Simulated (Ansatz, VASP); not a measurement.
# Cross-check of TiO2 (Rutile) between VASP and Ansatz, part 2 of 2

One calculation is typed for both programs; each brings its own data sets. How far apart do they land? The cell is taken from a series of runs on this material, whose earlier steps may have relaxed, scaled, displaced or heated it; both programs get it as it stands.

VASP 6.6.1 and Ansatz 0.2.0.

So far: Set-up; VASP: G0W0 gap, r2SCAN.

### 3. Ansatz: G0W0 gap, r2SCAN

Level of this step: Ansatz beside VASP: Kohn-Sham DFT, plane waves, r2SCAN (Ansatz).

Ansatz runs on its default PAW (the set named soft_2) files.

The same cell, functional and mesh now go to Ansatz, which takes its cutoff from its data sets.

The input, input.yaml:

```yaml
crystal:
  lattice:
    - [4.5969571735, 0.0, 0.0]
    - [0.0, 4.5969571735, 0.0]
    - [0.0, 0.0, 2.9535436681]
  atoms:
    - { symbol: Ti, position: [0.0, 0.0, 0.0] }
    - { symbol: Ti, position: [0.5, 0.5, 0.5] }
    - { symbol: O, position: [0.3046328041, 0.3046328041, 0.0] }
    - { symbol: O, position: [0.1953671959, 0.8046328041, 0.5] }
    - { symbol: O, position: [0.6953671959, 0.6953671959, 0.0] }
    - { symbol: O, position: [0.8046328041, 0.1953671959, 0.5] }
kpoints:
  mp_grid: { grid: [4, 4, 6] }
hamiltonian:
  xc: r2scan
scf:
  occupations: { method: fixed }
gw:
  n_empty_bands: 229
  ecut_chi: 138
  qp_bands: [v2, c2]
  qp_kpoints: band_edges
  screening: { model: contour_deformation }
```

Run with:

```console
$ ansatz run input.yaml --threads 3 --pin off --max-ram 92160MiB --backend cuda --events-out ev --progress --plain --runs-dir out --devices 1 --max-vram 13GiB
```

Numbers of over 12 decimals in the logs are rounded to 6 here.

The log of the run:

```text
GPUs: using 1 of 1 available (devices: 1).
Engine: ansatz 0.2.0, x86_64-unknown-linux-gnu
Pseudopotentials: kind: paw
Pseudopotential: Ti, paw, valence charge 12, recommended cutoff 500 eV (meta_gga), Ti.paw.azcp
Pseudopotential: O, paw, valence charge 6, recommended cutoff 500 eV (meta_gga), O.paw.azcp
Functional definition: r2SCAN
  parameter k0 = 0.174
  parameter k1 = 0.065
  parameter a1 = 4.9479
  exchange = r2scan_x(k0 = k0, k1 = k1, a1 = a1)
  correlation = r2scan_c
device memory: the entry about to start is reckoned to put 1.3 GiB on a device that reports 24.6 GiB free (of which the cap on the GPU budget leaves the run 13.0 GiB)
GPU FFT provider: cuFFT
GPU libraries: cuBLAS 13.8.2, cuFFT 12.4.0, cuSOLVER 12.3.4
Crystal: 6 atoms, lattice volume = 62.414 Å³
Basis set: ecut = 500 eV, 1559 PW (Γ), exchange–correlation on 144×144×96 points (64 copies of the dense FFT grid, shifted against one another)
Bands: 30, of which v1, the nominal top of the filled ones, is band 24 counted from 1 (23 counted from 0)
Symmetry: 16 space group operations
Space group: P42/mnm (ITA 136), of the structure as read, at distance tolerance 4.0e-5 Å
k-points: 24 of 96
Non-local potential: Ti, projectors of the file, l = 0: 3, l = 1: 2, l = 2: 3, l = 3: 1
Non-local potential: O, projectors of the file, l = 0: 2, l = 1: 2, l = 2: 1
PAW form: soft (Blöchl's): semilocal exchange-correlation on the pseudo side does not see the compensation charge
PAW frozen core: Ti, regenerated for the run's functional (the file was generated under x = pbe(κ = 0.804, μ = 0.219515), c = pbe(β = 0.066725))
PAW frozen core: O, regenerated for the run's functional (the file was generated under x = pbe(κ = 0.804, μ = 0.219515), c = pbe(β = 0.066725))
PAW one-centre angular grid: Ti, 590 points (default); XC on 160 Gauss nodes
PAW one-centre angular grid: O, 302 points (default); XC on 160 Gauss nodes
Initial density: superposition of atomic densities (neutral atoms: chi_scale 0, normalization atom), corrected by the library's trained network
Initial wavefunctions: pseudopotential atomic-orbital guess
GPU buffer pool allocated for 31104 grid points (all kernels)
GPU transforms: local potential and band sums: pruned to the plane-wave sphere, on 36×36×24
Functional: x = r2scan, c = r2scan; τ floored in thin density (d = 2e-4 eV/Å³)
SCF iter   1: F=—  HF=-7292.561846 eV  |F-HF|=—  |Δ(HF+E_count)|=         —  Δρ=2.75e-2  dr2=5.51e-1  dr2_τ=3.86e-1  ethr=1.77e-3  ⟨swp⟩=4.0  Hψ=2738  notcnv=0  defer=46
preconditioner: auto → Resta (q_TF=auto, 2.611 Å⁻¹)  ε∞=7.3  [insulator: Δε(μ)=2.735 eV  Ē_g=10.562 eV  n_scr=18 (ndim 8)  ℏωp=26.6 eV  f_vac=0.017  ε∞_Penn≈7.3]
SCF iter   2: F=—  HF=-7292.582801 eV  |F-HF|=—  |Δ(HF+E_count)|=   2.10e-2  Δρ=1.22e-2  dr2=4.44e-2  dr2_τ=2.82e-2  ethr=1.15e-3  ⟨swp⟩=3.0  Hψ=1617  notcnv=0  defer=3
SCF iter   3: F=—  HF=-7292.577346 eV  |F-HF|=—  |Δ(HF+E_count)|=   5.45e-3  Δρ=4.04e-3  dr2=6.04e-3  dr2_τ=5.39e-4  ethr=9.25e-5  ⟨swp⟩=2.0  Hψ=1160  notcnv=0  defer=88
SCF iter   4: F=—  HF=-7292.577141 eV  |F-HF|=—  |Δ(HF+E_count)|=   2.05e-4  Δρ=1.15e-3  dr2=4.12e-4  dr2_τ=1.05e-4  ethr=1.26e-5  ⟨swp⟩=2.0  Hψ=1045  notcnv=0  defer=96
SCF iter   5: F=—  HF=-7292.577215 eV  |F-HF|=—  |Δ(HF+E_count)|=   7.32e-5  Δρ=1.84e-4  dr2=2.29e-5  dr2_τ=1.54e-6  ethr=8.58e-7  ⟨swp⟩=2.2  Hψ=1116  notcnv=0  defer=96
SCF iter   6: F=—  HF=-7292.577221 eV  |F-HF|=—  |Δ(HF+E_count)|=   5.98e-6  Δρ=5.25e-5  dr2=2.33e-6  dr2_τ=1.19e-7  ethr=4.76e-8  ⟨swp⟩=2.0  Hψ=1296  notcnv=0
SCF iter   7: F=—  HF=-7292.577220 eV  |F-HF|=—  |Δ(HF+E_count)|=   1.57e-8  Δρ=2.31e-5  dr2=3.91e-7  dr2_τ=1.88e-8  ethr=4.86e-9  ⟨swp⟩=2.7  Hψ=1250  notcnv=0
SCF iter   8: F=-7292.577220 eV  HF=-7292.577220 eV  |F-HF|=3.16e-9  |Δ(HF+E_count)|=   3.93e-8  Δρ=2.93e-6  dr2=6.06e-9  dr2_τ=1.34e-10  ethr=2.08e-10  ⟨swp⟩=5.0  Hψ=2148  notcnv=0
SCF 1 converged in 8 iterations: F = -7292.577220 eV  dr2 = 6.06e-9
  greatest PAW one-centre occupation: 1.000 electrons in one spin orbital (limit 2), on the Ti atom at site 1 (counted from 0), in its partial waves of l = 0
device memory: the entry about to start is reckoned to put 1.4 GiB (of the 1.5 GiB reckoned in all, the device holds 0.1 GiB already) on a device that reports 24.7 GiB free (of which the cap on the GPU budget leaves the run 12.9 GiB)
NSCF: frozen V_eff on 24 k-points, pencils in batches of 32, up to order 120
the band table was solved once the SCF had ended and its energy, with any forces and stress, was formed, with the checks that follow a solve (2856 applications of the Hamiltonian). They found nothing against the state; the energy, forces and stress were not computed again (output.eigenvalues in the input reference)
device memory: the entry about to start is reckoned to put 2.6 GiB on a device that reports 24.2 GiB free (of which the cap on the GPU budget leaves the run 13.0 GiB)
NSCF: frozen V_eff on 24 k-points
G₀W₀ screening: q 1/24
[... further progress lines ...]
[...]
Σ components = -7292.577220   (vs F -7292.577220, Δ=0.00e0)
--- Band table (eV; the first three rows and the last of 24) ---
  k-point 0: bands = [... 20 lower, 8.0622, 8.3291, 8.3291, 8.8071, 11.0270, 11.3499, 11.5686, 11.6668, ... 2 higher]
  k-point 1: bands = [... 20 lower, 7.0720, 7.8162, 7.8162, 8.6351, 11.4243, 11.5629, 11.5982, 11.9845, ... 2 higher]
  k-point 2: bands = [... 20 lower, 6.7251, 7.1833, 7.1833, 7.8100, 11.5015, 11.9020, 12.3379, 12.5661, ... 2 higher]
  k-point 23: bands = [... 20 lower, 7.4946, 7.4946, 8.1010, 8.1010, 11.7492, 11.7492, 12.3808, 12.3808, ... 2 higher]
--- G₀W₀: contour deformation, 7 samples at zero and on the imaginary axis and 1 off it, 96 q-points, 229 empty bands' worth ---
  eigenvalues of the whole cell's RPA ε∞ on this k-mesh (on a slab, of 1 + 4πα/V) = 6.2963, 6.2963, 7.4842; static W/v taken at q = 0 is 0.149231
  bands read: the sum over 253 bands ends inside a degenerate multiplet in 14 slots, whose members it reads at an even weight; the widest, k=3: bands 253 to 254 (counted from 1) at 1/2 each
  gw.qp_kpoints: band_edges: 19 of 24 stored k-points solved, in 1 pass; an edge of the gap read off the rows below is read off those points alone
    valence top: of the k-points left out ik 8 came nearest to being solved in a further pass, in band 23 (counted from 1, as in the quasiparticle table): it holds the edge there only if its correction is more favourable than any solved in that band by at least 0.765 eV; those differ by 0.130 eV
    conduction bottom: of the k-points left out ik 7 came nearest to being solved in a further pass, in band 26 (counted from 1, as in the quasiparticle table): it holds the edge there only if its correction is more favourable than any solved in that band by at least 0.524 eV; those differ by 0.144 eV
    ik  band        ε_KS         Σx   Σc(E_QP)       V_xc       Z   E_QP_lin       E_QP  E_QP is
     0    23      8.3291   -26.2350     4.3181   -21.9949  0.7294     8.4071     8.4072  root
     0    24      8.8071   -26.2010     4.5242   -21.7511  0.7186     8.8813     8.8815  root
     0    25     11.0270   -13.2820    -6.9596   -21.3293  0.7283    12.1393    12.1147  root
     0    26     11.3499   -13.2874    -6.7095   -21.0198  0.7291    12.3948    12.3728  root
     1    23      7.8162   -25.5963     4.0292   -21.6265  0.7272     7.8755     7.8756  root
     1    24      8.6351   -26.0936     4.6651   -21.4862  0.7171     8.6927     8.6928  root
     1    25     11.4243   -13.1823    -7.2978   -21.5174  0.7148    12.4869    12.4616  root
     1    26     11.5629   -13.7062    -6.9070   -21.6968  0.7245    12.6723    12.6465  root
     2    23      7.1833   -25.7900     4.7724   -20.9652  0.7099     7.1309     7.1309  root
     2    24      7.8100   -24.8031     4.5363   -20.2671  0.7094     7.8103     7.8103  root
     2    25     11.5015   -13.6825    -7.0319   -21.7361  0.7130    12.5476    12.5232  root
     2    26     11.9020   -13.8116    -7.4643   -22.4201  0.7147    13.0782    13.0461  root
     3    23      7.3326   -25.7807     4.7365   -20.9932  0.7111     7.2815     7.2816  root
     3    24      7.3326   -25.7807     4.7365   -20.9932  0.7111     7.2815     7.2816  root
     3    25     12.1143   -14.3756    -7.0730   -22.4866  0.6985    13.1822    13.1523  root
     3    26     12.1143   -14.3756    -7.0730   -22.4866  0.6985    13.1822    13.1523  root
     4    23      7.9559   -25.6867     4.3747   -21.3721  0.7184     8.0159     8.0160  root
     4    24      8.5671   -26.0171     4.5901   -21.4777  0.7173     8.6178     8.6178  root
     4    25     11.3230   -13.6001    -6.8783   -21.5496  0.7231    12.4196    12.3942  root
     4    26     11.6748   -13.4762    -6.8053   -21.2911  0.7190    12.7082    12.6844  root
     5    23      7.7362   -25.3728     4.3156   -21.0855  0.7164     7.7646     7.7646  root
     5    24      8.4256   -25.8665     4.5831   -21.3293  0.7162     8.4715     8.4715  root
     5    25     11.5436   -13.4324    -7.1949   -21.6756  0.7144    12.6179    12.5920  root
     5    26     11.8509   -14.2373    -6.9297   -22.2465  0.7110    12.9594    12.9304  root
[...]
21    23      7.3529   -26.1932     4.3356   -21.8477  0.7311     7.3430     7.3430  root
    21    24      7.3529   -26.1932     4.3356   -21.8477  0.7311     7.3430     7.3430  root
    21    25     11.5216   -13.8406    -6.9779   -21.9188  0.7210    12.6492    12.6219  root
    21    26     11.5216   -13.8406    -6.9779   -21.9188  0.7210    12.6492    12.6219  root
    23    23      8.1010   -26.2629     4.5313   -21.7457  0.7234     8.1151     8.1152  root
    23    24      8.1010   -26.2629     4.5313   -21.7457  0.7234     8.1151     8.1152  root
    23    25     11.7492   -13.6750    -6.9672   -21.6546  0.7102    12.7866    12.7616  root
    23    26     11.7492   -13.6750    -6.9672   -21.6546  0.7102    12.7866    12.7616  root
```

### 4. Side by side

Known differences besides the potentials themselves: VASP keeps PBE cores, Ansatz makes them for the functional; fixed occupations in Ansatz, narrow Gaussian smearing in VASP; the cutoff is 500 eV in Ansatz and 440 eV in VASP; Ansatz integrates over frequency by contour deformation, VASP on a grid of NOMEGA points; Ansatz's G0W0 levels solve the quasiparticle equation, VASP's are linearised. Total energies have different zeros and are not compared.

The two programs side by side:

```
                   quantity  Ansatz  VASP  difference
  G0W0 gap on the mesh (eV)    3.20  3.28       -0.09
Kohn-Sham gap under it (eV)    2.22  2.21       +0.01
```

### 5. Summary of results

- difference in G0W0 gap on the mesh (G0W0 gap, r2SCAN): -0.087 eV

What this shows: The difference in G0W0 gap on the mesh is -0.087 eV (G0W0 gap, r2SCAN). Such differences can come from data sets, numerical settings and the points named under the comparisons, not from the functional's error against experiment.

[Lines on the potential files, build, host, timing and source positions are cut from VASP's logs without a mark.]

[Logs are printed without paths, hosts, clocks, repeated set-up lines and the standing remarks that a program may print on its own settings, such as how far it seeks lower states.]

[Hosts, paths, dates, database ids (printed as entryN), source tags and the programs' standing remarks are cut or masked in the printed files.]
